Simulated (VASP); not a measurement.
Data:

```
HfTe
1.0
    3.48972     0.00000     0.00000
    0.00000     3.48972     0.00000
    0.00000     0.00000     3.48972
Hf Te
1 1
Direct
  0.00000   0.00000   0.00000
  0.50000   0.50000   0.50000
```

The numbers are results of PBEsol GGA, VASP's PBE PAW potentials (set 64) (plane waves; VASP), not measurements. Numerical set-up: 400 eV cut-off, Gaussian smearing of 0.050 eV, potentials Hf_pv Te.

Give the energies of bands 5 to 11 at the high-symmetry points, in eV from the Fermi level.

```csv
band,Γ,X,M,R
5,-2.10,-8.07,-5.52,-6.22
6,-2.10,-2.51,-5.52,-6.22
7,-1.40,-2.51,-2.79,-6.22
8,-1.40,-1.16,0.31,1.83
9,-1.40,2.73,0.63,1.83
10,1.97,3.80,0.63,1.83
11,2.48,4.33,2.03,4.52
```

It has no gap at this level: it comes out as a metal or semimetal.

The structure was generated: HfTe was put into the CsCl type type (Pm-3m), which need not be its known phase. It was relaxed first, which changed the volume by -37 %.
